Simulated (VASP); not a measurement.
The system is BaZr2O3.

```
CELL_PARAMETERS angstrom
2.16600 -6.43500 0.00000
2.16600 6.43500 0.00000
0.00000 0.00000 3.82600
ATOMIC_POSITIONS crystal
Ba 0.00000 0.00000 0.50000
Zr 0.66395 0.33605 0.00000
Zr 0.33605 0.66395 0.00000
O 0.16783 0.83217 0.00000
O 0.83217 0.16783 0.00000
O 0.50000 0.50000 0.00000
```

The cell was built by a generator and needn't be a form met in nature.

| Property | Result |
| --- | --- |
| Program | VASP 6.6.1 |
| Task | relaxation of cell and atoms |
| Functional | PBE |
| Potentials or basis | VASP PAW PBE potentials, release 64 (Ba_sv, Zr_sv, O) |
| Cutoff | 520 eV |
| k mesh | 8 × 8 × 8 |
| Occupations | gaussian, width 0.1 eV |
| Spin | no spin polarisation |

At the start: pressure 0.1 GPa; volume 17.78 Å³/atom.

Problem. Where does the relaxation end?

Solution. Over 10 steps the energy falls by 2.4 meV/atom and the volume is 17.49 Å³/atom (-1.6 %); space group Cmmm (No. 65, to 0.05 Å).

The path:
```csv
step,energy change (eV),largest force (eV/Å),pressure (GPa),volume (Å³)
1,0.0000,0.1694,0.09,106.66
2,-0.0074,0.0233,-1.03,106.80
3,-0.0074,0.0266,-0.98,106.79
4,-0.0126,0.0405,-0.03,105.41
5,-0.0127,0.0441,0.04,105.29
6,-0.0141,0.0347,0.02,105.07
7,-0.0141,0.0328,0.02,105.03
8,-0.0143,0.0195,-0.02,105.03
9,-0.0143,0.0137,-0.04,105.04
10,-0.0143,0.0089,0.05,104.97
```

Final structure:
```
Ba Zr O
1.0
     2.16787   -6.46818    0.00000
     2.16787    6.46818    0.00000
     0.00000    0.00000    3.74297
Ba Zr O
1 2 3
Direct
  0.00000 0.00000 0.50000
  0.66462 0.33538 0.00000
  0.33538 0.66462 0.00000
  0.16720 0.83280 0.00000
  0.83280 0.16720 0.00000
  0.50000 0.50000 0.00000
```
